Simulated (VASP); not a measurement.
Consider the following.

```
AlN
1.0
    0.00000     2.18381     2.18381
    2.18381     0.00000     2.18381
    2.18381     2.18381     0.00000
Al N
1 1
Cartesian
  0.00000   0.00000   0.00000
  1.09190   1.09190   1.09190
```

Level of theory: r2SCAN meta-GGA, VASP's PBE PAW potentials (set 64) (plane waves; VASP 6.6.1). Numerical set-up: 600 eV cut-off, 10×10×10 Γ-centred mesh, Gaussian smearing of 0.050 eV, potentials Al N.

Each row applies one change to this cell, which was relaxed at other settings and keeps the small stress of the first row; at a fixed cut-off the stress holds a Pulay part, so it need not integrate to ΔE exactly. Stress is in GPa, positive when the cell is compressed; gaps are those on the k-mesh, and 0.00 means metallic.

| change | ΔE (meV/atom) | σxx | σyy | σzz | largest shear component, with its sign (GPa) | gap (eV) |
|---|---|---|---|---|---|---|
| none | 0.0 | -0.02 | -0.02 | -0.02 | 0.00 | 3.93 |
| uniaxial strain of +1.5 % along z | ___ | ___ | ___ | ___ | ___ | ___ |
| isotropic strain of -1.0 % | ___ | ___ | ___ | ___ | ___ | ___ |
| biaxial strain of -1.0 % in the xy plane | 3.3 | 4.91 | 4.91 | 3.41 | 0.00 | 3.92 |
| shear strain γ_xz = -4.0 % with the ions relaxed | 10.4 | 0.21 | -0.11 | 0.21 | 7.95 | 3.71 |
| biaxial strain of -4.0 % in the xy plane | 54.2 | 22.28 | 22.28 | 15.82 | 0.00 | 3.85 |
| shear strain γ_yz = +2.0 % | 3.1 | 0.04 | 0.11 | 0.11 | -4.77 | 3.87 |
| uniaxial strain of +0.5 % along y | 0.2 | -0.82 | -1.57 | -0.82 | 0.00 | 3.92 |

Problem. What belongs in the gaps?

Solution. 
- isotropic strain of -1.0 %, ΔE (meV/atom): 6.8
- isotropic strain of -1.0 %, σxx: 6.77
- isotropic strain of -1.0 %, σyy: 6.77
- isotropic strain of -1.0 %, σzz: 6.77
- isotropic strain of -1.0 %, largest shear component, with its sign (GPa): 0.00
- isotropic strain of -1.0 %, gap (eV): 3.96
- uniaxial strain of +1.5 % along z, ΔE (meV/atom): 2.2
- uniaxial strain of +1.5 % along z, σxx: -2.34
- uniaxial strain of +1.5 % along z, σyy: -2.34
- uniaxial strain of +1.5 % along z, σzz: -4.65
- uniaxial strain of +1.5 % along z, largest shear component, with its sign (GPa): 0.00
- uniaxial strain of +1.5 % along z, gap (eV): 3.88

Failed runs are left out, and for metals the shear rows, which the mesh's noise covers.

The compound is AlN in the zinc blende structure, a metastable form; wurtzite is the usual one.
